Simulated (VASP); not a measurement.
Consider the following.

```
CELL_PARAMETERS angstrom
      4.05236     0.00000     0.00000
     -2.02618     3.50945     0.00000
      0.00000     0.00000    17.31638
ATOMIC_POSITIONS crystal
  Zn 0.66667 0.33333 0.37565
  Zn 0.66667 0.33333 0.62435
  Se 0.33333 0.66667 0.36846
  Se 0.33333 0.66667 0.63154
```

The numbers are results of r2SCAN meta-GGA, VASP's PBE PAW potentials (set 64) (plane waves; VASP), not measurements. Numerical set-up: 400 eV cut-off, 7×7×1 Γ-centred mesh, tetrahedra with Blöchl corrections, potentials Zn Se.

The cell holds a wide vacuum, so values per volume refer to the whole cell.

Task: What does the run give for the energy per atom (σ→0), band gap (over mesh and band path) with the smallest direct gap where there is one?

Result: 
- band gap (over mesh and band path) = 2.10 eV
- smallest direct gap (over mesh and band path) = 2.25 eV
- energy per atom (σ→0) = -12.147 eV/atom

The cell is a sheet with vacuum, built from a generated structure.
